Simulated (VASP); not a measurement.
Consider the following.

```
Ag2S
1.0
    4.18216     0.03931    -0.01317
    1.58560     3.87731    -0.03113
    0.03151     0.04917     7.20235
Ag S
4 2
Direct
  0.76146   0.71957   0.73884
  0.36204   0.32044   0.99123
  0.15898   0.11749   0.48927
  0.75965   0.71746   0.23894
  0.53527   0.49469   0.49000
  0.98511   0.94284   0.98922
```

Level of theory: PBEsol GGA, VASP's PBE PAW potentials (set 64) (plane waves; VASP 6.6.1). Run with 400 eV cut-off, 7×7×4 Γ-centred mesh, tetrahedra with Blöchl corrections, potentials Ag S.

The cores are frozen, which limits the accuracy of field gradients.

Q: Give the principal components of the electric field gradient (V/Å²) and the asymmetry η at each nucleus.

A: 
| atom | Vxx | Vyy | Vzz | η |
|---|---|---|---|---|
| Ag1 | 106.0 | 87.4 | -193.4 | 0.10 |
| Ag2 | -125.4 | -0.7 | 126.2 | 0.99 |
| Ag3 | -124.8 | -1.6 | 126.4 | 0.97 |
| Ag4 | 106.0 | 86.3 | -192.2 | 0.10 |
| S5 | 16.7 | 3.5 | -20.2 | 0.65 |
| S6 | 16.4 | 3.7 | -20.0 | 0.63 |

The structure comes from a computed database's Ag2S entry; how it stands against other phases isn't given here. It was relaxed first, which changed the volume by -10 %.
